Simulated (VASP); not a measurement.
```
CELL_PARAMETERS angstrom
      0.00000     3.16000     3.16000
      3.16000     0.00000     3.16000
      3.16000     3.16000     0.00000
ATOMIC_POSITIONS crystal
  Sn 0.00000 0.00000 0.00000
  Te 0.50000 0.50000 0.50000
```

These are PBEsol GGA, VASP's PBE PAW potentials (set 64) (plane waves; VASP) values and carry that method's errors. Settings: 300 eV cut-off, 7×7×7 Γ-centred mesh, Fermi-Dirac smearing of 0.050 eV, potentials Sn_d Te.

At this cut-off the stress carries a Pulay error, which pulls relaxed volumes low. Energy and stress use the plane-wave basis of the starting cell.

Task: The ions, cell shape and volume are relaxed. What does this cell relax into?

Result: 
```
CELL_PARAMETERS angstrom
      0.00000     3.13790     3.13790
      3.13790     0.00000     3.13790
      3.13790     3.13790     0.00000
ATOMIC_POSITIONS crystal
  Sn 0.00000 0.00000 0.00000
  Te 0.50000 0.50000 0.50000
```
Space group Fm-3m (225), at a tolerance of 0.03 Å.

Task: How do energy and volume change from the first to the last step?

Result: The energy (σ→0) changes by -2.0 meV/atom and the volume by -2.1 %, in 3 ionic steps.

The structure is a typed SnTe crystal (Fm-3m). This run relaxes it. Symmetry was kept, so distortions that lower it aren't found. The run is one of a series of settings (EDIFFG = -0.01, IBRION = 2, ISIF = 3, NSW = 50 against the base run), some of them coarse on purpose.
